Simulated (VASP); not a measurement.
Level of theory: PBEsol GGA, VASP's PBE PAW potentials (set 64) (plane waves; VASP).

A VASP calculation is set up with these files.

File POSCAR:
```
LuP
3.9058530
  0.0000000000   0.7071067447   0.7071067447
  0.7071067447   0.0000000000   0.7071067447
  0.7071067447   0.7071067447   0.0000000000
Lu P
1 1
direct
  0.0040210000  -0.0039300000  -0.0061800000
  0.4959790000   0.5039300000   0.5061800000
```

INCAR:
```
ALGO = Normal
EDIFF = 1E-6
ENCUT = 300
GGA = PS
ISIF = 2
ISMEAR = 0
LASPH = T
LCHARG = F
LMAXMIX = 6
LREAL = F
LWAVE = F
NELM = 100
PREC = Accurate
SIGMA = 0.136
SYSTEM = LuP
```

**KPOINTS**
```
Regular mesh
0
Gamma
 7 7 7
0 0 0
```

POTCAR, in this order: Lu_3 P (PBE.64 set). Program: vasp_std.

What VASP printed:

**OSZICAR**
```
       N       E                     dE             d eps       ncg     rms          rms(c)
DAV:   1     0.230814931597E+02    0.23081E+02   -0.52071E+03  6172   0.103E+03
DAV:   2    -0.129613344406E+02   -0.36043E+02   -0.34294E+02  6398   0.364E+02
DAV:   3    -0.142272242195E+02   -0.12659E+01   -0.12408E+01  6188   0.421E+01
DAV:   4    -0.142391698208E+02   -0.11946E-01   -0.11907E-01  6705   0.272E+00
DAV:   5    -0.142393698821E+02   -0.20006E-03   -0.19992E-03  6090   0.251E-01    0.237E+01
DAV:   6    -0.138692620194E+02    0.37011E+00   -0.11094E+00  6472   0.122E+01    0.153E+01
DAV:   7    -0.138792704677E+02   -0.10008E-01   -0.27734E-01  7058   0.769E+00    0.319E+00
DAV:   8    -0.138715926851E+02    0.76778E-02   -0.50883E-02  6525   0.230E+00    0.201E-01
DAV:   9    -0.138716344181E+02   -0.41733E-04   -0.10862E-03  5706   0.285E-01    0.973E-02
DAV:  10    -0.138716384661E+02   -0.40481E-05   -0.46260E-05  6493   0.873E-02    0.429E-02
DAV:  11    -0.138716372343E+02    0.12319E-05   -0.17730E-05  6512   0.410E-02    0.223E-02
DAV:  12    -0.138716367025E+02    0.53173E-06   -0.64923E-07  3125   0.176E-02
   1 F= -.13871637E+02 E0= -.13870497E+02  d E =-.227943E-02
```

### OUTCAR
```
------------------------ aborting loop because EDIFF is reached ----------------------------------------
  FORCE on cell =-STRESS in cart. coord.  units (eV):
  Direction    XX          YY          ZZ          XY          YZ          ZX
  --------------------------------------------------------------------------------------
  Total       -0.7030894     -0.8016487     -0.8063874     -0.0067612      0.0000594      0.0002854
  in kB      -26.7355111    -30.4833048    -30.6634995     -0.2570989      0.0022582      0.0108537
  external PRESSURE =     -29.2941051 kB  Pullay stress =       0.0000000 kB
  volume of cell :       42.13
      direct lattice vectors                 reciprocal lattice vectors
     0.000000000  2.761855000  2.761855000    -0.181037745  0.181037745  0.181037745
     2.761855000  0.000000000  2.761855000     0.181037745 -0.181037745  0.181037745
     2.761855000  2.761855000  0.000000000     0.181037745  0.181037745 -0.181037745
 POSITION                                       TOTAL-FORCE (eV/Angst)
 -----------------------------------------------------------------------------------
      5.49579      2.75589      2.76211         0.309131      0.064893     -0.002736
      2.78978      2.76782      2.76160        -0.309131     -0.064893      0.002736
 -----------------------------------------------------------------------------------
    total drift:                                0.000359      0.000047     -0.000015
  FREE ENERGIE OF THE ION-ELECTRON SYSTEM (eV)
  ---------------------------------------------------
  free  energy   TOTEN  =       -13.8716367025 eV

  energy  without entropy=      -13.8693572759  energy(sigma->0) =      -13.87049699
```
(Selected blocks of OUTCAR.)

At this cut-off the stress carries a Pulay error, which pulls relaxed volumes low.

The structure comes from a computed database's LuP entry; how it stands against other phases isn't given here. The cell was not relaxed at this level, atoms are displaced from their ideal sites.
